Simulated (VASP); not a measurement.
```
LiH
1.0
    0.00000     2.01542     2.01542
    2.01542     0.00000     2.01542
    2.01542     2.01542     0.00000
Li H
1 1
Direct
  0.00000   0.00000   0.00000
  0.50000   0.50000   0.50000
```

These are vdW-DF-cx, VASP's PBE PAW potentials (set 64) (plane waves; VASP) values and carry that method's errors. Numerical set-up: 520 eV cut-off, 10×10×10 Γ-centred mesh, Gaussian smearing of 0.050 eV, potentials Li_sv H.

Estimate the energy per atom (σ→0), band gap (on the k-mesh) with the smallest direct gap where there is one.

```
Quantity                                              Value
-----------------------------------  ----------------------
band gap (on the k-mesh)                            3.11 eV
smallest direct gap (on the k-mesh)                 3.11 eV
energy per atom (σ→0)                -251.2 kJ/mol of atoms
```

The compound is LiH in the rock salt structure. It was relaxed first. The start is the result of an earlier pass.
